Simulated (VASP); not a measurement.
OSZICAR of a VASP run on FeAl (CsCl type):

**OSZICAR**
```
       N       E                     dE             d eps       ncg     rms          rms(c)
DAV:   1     0.301587885036E+02    0.30159E+02   -0.47451E+03  1528   0.114E+03
DAV:   2    -0.134199492126E+02   -0.43579E+02   -0.41932E+02  1528   0.173E+02
DAV:   3    -0.145618606938E+02   -0.11419E+01   -0.11262E+01  1834   0.390E+01
DAV:   4    -0.145835211027E+02   -0.21660E-01   -0.21633E-01  1967   0.472E+00
DAV:   5    -0.145838128237E+02   -0.29172E-03   -0.29171E-03  1823   0.459E-01    0.139E+01
DAV:   6    -0.165773131733E+02   -0.19935E+01   -0.74505E+01  1747   0.135E+02    0.181E+01
DAV:   7    -0.126653884057E+02    0.39119E+01   -0.36849E+01  1717   0.839E+01    0.251E+00
DAV:   8    -0.126347342905E+02    0.30654E-01   -0.21553E-01  1679   0.569E+00    0.146E+00
DAV:   9    -0.126194285357E+02    0.15306E-01   -0.50786E-02  1853   0.344E+00    0.359E-01
DAV:  10    -0.126189815549E+02    0.44698E-03   -0.10263E-03  1968   0.441E-01    0.162E-01
DAV:  11    -0.126189582876E+02    0.23267E-04   -0.33458E-05  1758   0.638E-02    0.590E-03
DAV:  12    -0.126189583770E+02   -0.89443E-07   -0.93954E-07  1921   0.891E-03
   1 F= -.12471832E+02 E0= -.12471769E+02  d E =-.124718E+02
       N       E                     dE             d eps       ncg     rms          rms(c)
DAV:   1    -0.126270534154E+02   -0.80951E-02   -0.17065E-01  1578   0.797E+00    0.877E-01
DAV:   2    -0.126355356612E+02   -0.84822E-02   -0.35016E-01  1757   0.922E+00    0.108E+00
DAV:   3    -0.126180330703E+02    0.17503E-01   -0.13380E-01  1754   0.573E+00    0.108E-01
DAV:   4    -0.126178701790E+02    0.16289E-03   -0.64509E-04  1578   0.269E-01    0.158E-02
DAV:   5    -0.126178699644E+02    0.21458E-06   -0.16100E-05  2260   0.469E-02    0.672E-03
DAV:   6    -0.126178699974E+02   -0.33018E-07   -0.10486E-06  1646   0.200E-02    0.859E-04
DAV:   7    -0.126178699387E+02    0.58709E-07   -0.72524E-08   808   0.457E-03
   2 F= -.12471949E+02 E0= -.12471892E+02  d E =-.117252E-03
       N       E                     dE             d eps       ncg     rms          rms(c)
DAV:   1    -0.126201701038E+02   -0.23001E-02   -0.29872E-02  1578   0.334E+00    0.368E-01
DAV:   2    -0.126217276669E+02   -0.15576E-02   -0.62923E-02  1786   0.389E+00    0.455E-01
DAV:   3    -0.126185760513E+02    0.31516E-02   -0.23461E-02  1780   0.241E+00    0.436E-02
DAV:   4    -0.126185472948E+02    0.28756E-04   -0.93558E-05  1561   0.928E-02    0.869E-03
DAV:   5    -0.126185468943E+02    0.40053E-06   -0.54867E-06  2121   0.322E-02    0.271E-03
DAV:   6    -0.126185471859E+02   -0.29156E-06   -0.19398E-07   965   0.871E-03    0.336E-04
DAV:   7    -0.126185471941E+02   -0.82953E-08   -0.19330E-08   771   0.249E-03
   3 F= -.12472124E+02 E0= -.12472065E+02  d E =-.291783E-03
```

Question: Which electronic solver shows in the log?

Answer: It is blocked Davidson (ALGO = Normal, or the opening steps of other solvers). The INCAR had ALGO = Normal.

Question: How was spin treated?

Answer: Without spin polarisation: there is no mag entry.

Question: Can the final energy be trusted as converged?

Answer: Self-consistency was reached. It stopped with EDIFF = 1E-7, NELM = 100, NSW = 40 and EDIFFG = -0.01 after 3 ionic steps (PBE GGA, plane waves, VASP's PBE PAW potentials (set 64)).

The compound is FeAl in the CsCl type structure. This run relaxes it under an external pressure of 1 GPa. Symmetry was kept, so distortions that lower it aren't found. The run is not spin-polarised, so no magnetic state was tried. The electron count is odd and the run is not spin-polarised, which forces a metal.
